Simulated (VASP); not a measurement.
All values below come from PBEsol GGA, VASP's PBE PAW potentials (set 64) (plane waves; VASP).

VASP input:

KPOINTS:
```
Automatic mesh
0
Gamma
4 7 4
0 0 0
```

INCAR:
```
# general
SYSTEM  = Al2Ga2N4
PREC    = Accurate
ENCUT   = 520   # plane-wave cut-off (eV)
LREAL   = F
LASPH   = T

# electronic loop
EDIFF   = 1E-6
NELM    = 100
ALGO    = Normal   # blocked Davidson
LMAXMIX = 4   # l cut-off of mixed one-centre charges

# smearing
ISMEAR  = 0
SIGMA   = 0.05   # width (eV)

# functional
GGA     = PS

# ions
IBRION  = 2   # conjugate gradients
NSW     = 60
ISIF    = 3
EDIFFG  = -0.02

# output
LWAVE   = F
LCHARG  = F
```

### POSCAR
```
Al2Ga2N4
1.0
  3.1463397602  -5.4503790138   0.0000000000
  1.5734979525   2.7253792072   0.0000000000
  0.0000000000   0.0000000000   5.0837067397
Ga N Al
2 4 2
direct
  0.3352355673   0.3352355673   0.5012365861
  0.1647634327   0.6647644327   0.0012365861
  0.3406650026   0.3406650026   0.8842895862
  0.1593339974   0.6593349974   0.3842895862
  0.8254623261   0.3254613261   0.8766987071
  0.6745376739   0.6745386739   0.3766987071
  0.8308258689   0.3308248689   0.5017751207
  0.6691741311   0.6691751311   0.0017751207
```

POTCAR, in this order: Ga_d N Al (PBE.64 set). Program: vasp_std.

Output of the run:

**OSZICAR**
```
       N       E                     dE             d eps       ncg     rms          rms(c)
DAV:   1     0.503696336129E+03    0.50370E+03   -0.24592E+04  2952   0.254E+03
DAV:   2     0.174219014825E+02   -0.48627E+03   -0.46836E+03  3295   0.618E+02
DAV:   3    -0.611862430929E+02   -0.78608E+02   -0.77604E+02  3126   0.184E+02
DAV:   4    -0.657465514688E+02   -0.45603E+01   -0.45434E+01  4112   0.490E+01
DAV:   5    -0.658225455701E+02   -0.75994E-01   -0.75897E-01  3393   0.614E+00    0.156E+01
DAV:   6    -0.574815553202E+02    0.83410E+01   -0.33851E+01  4614   0.659E+01    0.507E+00
DAV:   7    -0.576242814135E+02   -0.14273E+00   -0.34335E+00  3338   0.125E+01    0.384E+00
DAV:   8    -0.575721955184E+02    0.52086E-01   -0.58848E-01  4163   0.111E+01    0.100E+00
DAV:   9    -0.575386524870E+02    0.33543E-01   -0.18416E-01  4943   0.725E+00    0.379E-01
DAV:  10    -0.575394319921E+02   -0.77951E-03   -0.12705E-02  3273   0.875E-01    0.151E-01
DAV:  11    -0.575395126149E+02   -0.80623E-04   -0.16323E-03  4560   0.728E-01    0.336E-02
DAV:  12    -0.575395317493E+02   -0.19134E-04   -0.34512E-04  4324   0.230E-01    0.191E-02
DAV:  13    -0.575395359326E+02   -0.41833E-05   -0.25687E-05  3681   0.487E-02    0.677E-03
DAV:  14    -0.575395359749E+02   -0.42271E-07   -0.81562E-06  4358   0.329E-02
   1 F= -.57539536E+02 E0= -.57539536E+02  d E =-.575395E+02
       N       E                     dE             d eps       ncg     rms          rms(c)
DAV:   1    -0.575414897394E+02   -0.19538E-02   -0.10368E-01  3406   0.363E+00    0.279E-01
DAV:   2    -0.575404582878E+02    0.10315E-02   -0.89250E-03  3916   0.159E+00    0.140E-01
DAV:   3    -0.575399509864E+02    0.50730E-03   -0.11259E-03  4361   0.521E-01    0.420E-02
DAV:   4    -0.575399180831E+02    0.32903E-04   -0.33817E-04  3675   0.140E-01    0.155E-02
DAV:   5    -0.575399156425E+02    0.24407E-05   -0.25054E-05  3733   0.408E-02    0.964E-03
DAV:   6    -0.575399154070E+02    0.23543E-06   -0.14261E-06  2180   0.111E-02
   2 F= -.57539915E+02 E0= -.57539915E+02  d E =-.379432E-03
       N       E                     dE             d eps       ncg     rms          rms(c)
DAV:   1    -0.575399905352E+02   -0.74893E-04   -0.39311E-03  3399   0.705E-01    0.545E-02
DAV:   2    -0.575399521132E+02    0.38422E-04   -0.34346E-04  3940   0.309E-01    0.275E-02
DAV:   3    -0.575399333906E+02    0.18723E-04   -0.41555E-05  4194   0.101E-01    0.837E-03
DAV:   4    -0.575399321624E+02    0.12281E-05   -0.12959E-05  3686   0.275E-02    0.286E-03
DAV:   5    -0.575399320741E+02    0.88376E-07   -0.81567E-07  1844   0.802E-03
   3 F= -.57539932E+02 E0= -.57539932E+02  d E =-.396099E-03
       N       E                     dE             d eps       ncg     rms          rms(c)
DAV:   1    -0.575400867389E+02   -0.15458E-03   -0.60555E-02  2839   0.184E+00    0.796E-02
DAV:   2    -0.575401771711E+02   -0.90432E-04   -0.22879E-03  3583   0.522E-01    0.389E-02
DAV:   3    -0.575401517185E+02    0.25453E-04   -0.17624E-04  4294   0.132E-01    0.158E-02
DAV:   4    -0.575401477805E+02    0.39380E-05   -0.32599E-05  4184   0.477E-02    0.357E-03
DAV:   5    -0.575401480120E+02   -0.23154E-06   -0.46497E-06  2882   0.180E-02
   4 F= -.57540148E+02 E0= -.57540148E+02  d E =-.215938E-03
       N       E                     dE             d eps       ncg     rms          rms(c)
DAV:   1    -0.575401617264E+02   -0.13946E-04   -0.25445E-02  2839   0.119E+00    0.519E-02
DAV:   2    -0.575402000240E+02   -0.38298E-04   -0.96312E-04  3583   0.341E-01    0.251E-02
DAV:   3    -0.575401896360E+02    0.10388E-04   -0.74943E-05  4296   0.857E-02    0.101E-02
DAV:   4    -0.575401880639E+02    0.15721E-05   -0.13462E-05  3968   0.308E-02    0.232E-03
DAV:   5    -0.575401881715E+02   -0.10751E-06   -0.19286E-06  2380   0.119E-02
   5 F= -.57540188E+02 E0= -.57540188E+02  d E =-.256097E-03
```

File OUTCAR:
```
------------------------ aborting loop because EDIFF is reached ----------------------------------------
  FORCE on cell =-STRESS in cart. coord.  units (eV):
  Direction    XX          YY          ZZ          XY          YZ          ZX
  --------------------------------------------------------------------------------------
  Total        0.0227807      0.0280514      0.0183710      0.0045645      0.0000000      0.0000000
  in kB        0.4182910      0.5150692      0.3373209      0.0838123      0.0000000      0.0000000
  external PRESSURE =       0.4235604 kB  Pullay stress =       0.0000000 kB
  volume of cell :       87.26
      direct lattice vectors                 reciprocal lattice vectors
     3.143807625 -5.447653494  0.000000000     0.159007516 -0.091803005  0.000000000
     1.572950802  2.724431515  0.000000000     0.317944439  0.183483797  0.000000000
     0.000000000  0.000000000  5.092620040     0.000000000  0.000000000  0.196362578
 POSITION                                       TOTAL-FORCE (eV/Angst)
 -----------------------------------------------------------------------------------
      1.58170     -0.91320      2.55634         0.007335     -0.004235      0.008909
      1.56315      0.91381      0.01003        -0.007335      0.004235      0.008909
      1.60503     -0.92666      4.50493         0.005193     -0.002998      0.004749
      1.53982      0.92727      1.95862        -0.005193      0.002998      0.004749
      3.10831     -3.61088      4.46051        -0.009221      0.005324      0.005712
      3.18035     -1.83617      1.91420         0.009221     -0.005324      0.005712
      3.13344     -3.62538      2.55422        -0.000531      0.000306     -0.019370
      3.15522     -1.82166      0.00791         0.000531     -0.000306     -0.019370
 -----------------------------------------------------------------------------------
    total drift:                               -0.000336      0.002692     -0.000491
  FREE ENERGIE OF THE ION-ELECTRON SYSTEM (eV)
  ---------------------------------------------------
  free  energy   TOTEN  =       -57.5401881715 eV

  energy  without entropy=      -57.5401881714  energy(sigma->0) =      -57.54018817

 reached required accuracy - stopping structural energy minimisation
```
(Selected blocks of OUTCAR.)

**CONTCAR**
```
Al2Ga2N4
   1.00000000000000
     3.1438076246906834   -5.4476534943351513    0.0000000000000000
     1.5729508024677017    2.7244315145848548    0.0000000000000000
     0.0000000000000000    0.0000000000000000    5.0926200397581081
  Ga              N               Al
     2     4     2
Direct
     0.3353371651819165    0.3353371651819156    0.5019692795978735
     0.1646618348180861    0.6646628348180844    0.0019692795978735
     0.3402821547565533    0.3402821547565640    0.8845994163835439
     0.1597168452434420    0.6597178452434359    0.3845994163835438
     0.8257343719685907    0.3257333719685862    0.8758771429325423
     0.6742656280314093    0.6742666280314137    0.3758771429325423
     0.8310619558615343    0.3310609558615366    0.5015541611860380
     0.6689380441384657    0.6689390441384634    0.0015541611860380
```

**OUTCAR**
```
 val. band max:        5.6481759740   @ k =   0.0000   0.0000   0.0000

 cond. band min:       8.5455873204   @ k =   0.0000   0.0000   0.0000


 Fermi energy:         5.8557585114

 k-point     1 :       0.0000    0.0000    0.0000
  band No.  band energies     occupation
      1      -9.9871      2.00000
      2      -8.9249      2.00000
      3      -8.6895      2.00000
      4      -8.1187      2.00000
      5      -7.4437      2.00000
      6      -7.4221      2.00000
      7      -7.3228      2.00000
      8      -7.2576      2.00000
      9      -7.2507      2.00000
     10      -7.2145      2.00000
     11      -7.1086      2.00000
     12      -6.6396      2.00000
     13      -6.4682      2.00000
     14      -5.7689      2.00000
     15      -1.1229      2.00000
     16      -0.2520      2.00000
     17       0.8560      2.00000
     18       1.8241      2.00000
     19       3.1822      2.00000
     20       3.5632      2.00000
     21       4.6573      2.00000
     22       4.6863      2.00000
     23       4.7098      2.00000
     24       5.5052      2.00000
     25       5.5469      2.00000
     26       5.6482      2.00000
     27       8.5456      0.00000
     28      10.5680      0.00000
     29      11.2825      0.00000
     30      11.3664      0.00000
     31      12.6030      0.00000

 k-point     2 :       0.2500   -0.0000    0.0000
  band No.  band energies     occupation
      1      -9.8191      2.00000
      2      -9.0030      2.00000
      3      -8.7218      2.00000
      4      -8.1291      2.00000
      5      -7.4437      2.00000
      6      -7.4224      2.00000
      7      -7.3226      2.00000
      8      -7.2666      2.00000
      9      -7.2479      2.00000
     10      -7.2149      2.00000
     11      -7.1087      2.00000
     12      -6.9897      2.00000
     13      -6.3887      2.00000
     14      -5.7173      2.00000
     15      -0.8562      2.00000
     16       0.2320      2.00000
     17       0.9758      2.00000
...
```

The structure was generated: Al2Ga2N4 was put into an ordered model structure (Pmn2_1), which need not be its known phase. This run relaxes it. Symmetry was kept, so distortions that lower it aren't found. The start is the result of an earlier pass.
